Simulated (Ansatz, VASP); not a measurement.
TaTe: VASP beside Ansatz

File INCAR:

```
SYSTEM = TaTe
ALGO = Normal ; EDIFF = 1E-8
ENCUT = 520 ; GGA = PE
ISIF = 2 ; ISMEAR = -1
LASPH = .True. ; LCHARG = .False.
LEFG = .True. ; LREAL = .False.
LWAVE = .False. ; NBANDS = 16
NELM = 80 ; PREC = Accurate
SIGMA = 0.05
```

KPOINTS

```
k-points
0
Gamma
  8 8 8
  0 0 0
```

The input POSCAR:

```
TaTe
1.0
    3.4200900000      0.0000000000      0.0000000000
    0.0000000000      3.4200900000      0.0000000000
    0.0000000000      0.0000000000      3.4200900000
Ta Te
1 1
Direct
    0.5000000000      0.5000000000      0.5000000000
    0.0000000000      0.0000000000      0.0000000000
```

The input input.yaml:

```yaml
crystal:
  lattice:
    - [3.42009, 0.0, 0.0]
    - [0.0, 3.42009, 0.0]
    - [0.0, 0.0, 3.42009]
  atoms:
    - { symbol: Ta, position: [0.5, 0.5, 0.5] }
    - { symbol: Te, position: [0.0, 0.0, 0.0] }
kpoints:
  mp_grid: { grid: [8, 8, 8] }
scf:
  occupations: { method: fermi_dirac, width: 0.05 }
hamiltonian:
  xc: pbe
  pseudopotentials: { kind: all_electron, datasets: crystal }
output:
  forces: true
  stress: true
  eigenvalues: true
  efg: {}
  elf: true
  volumetric_format: npy
```

The cell was built by a generator and needn't be a form met in nature.

Alike in both runs: task electric field gradients; functional PBE; k mesh 8 × 8 × 8; occupations fermi-dirac, width 0.05 eV; no spin polarisation.

|  | VASP | Ansatz |
| --- | --- | --- |
| version | VASP 6.6.1 | Ansatz 0.2.0 |
| potentials or method | VASP PAW PBE potentials, release 64 (Ta_pv, Te) | all-electron PAW datasets made for the crystal |
| plane-wave cutoff (eV) | 520 | see its input |

|  | VASP | Ansatz | Ansatz less VASP |
| --- | --- | --- | --- |
| gap on the k mesh at the Fermi level (eV) | none | none | - |
| pressure (GPa) | 0.1 | 0.2 | +0.03 |
| Vzz of the field gradient on the site that differs most (V/Å²) | 0.0 | 0.0 | 0.00 |

A gap of «none» marks a metal or a gap that the smearing closes. Ansatz ran all-electron here, so the differences hold the error of VASP's frozen core and of both bases.

Spin-orbit coupling is left out, which matters for the levels of Ta, Te.
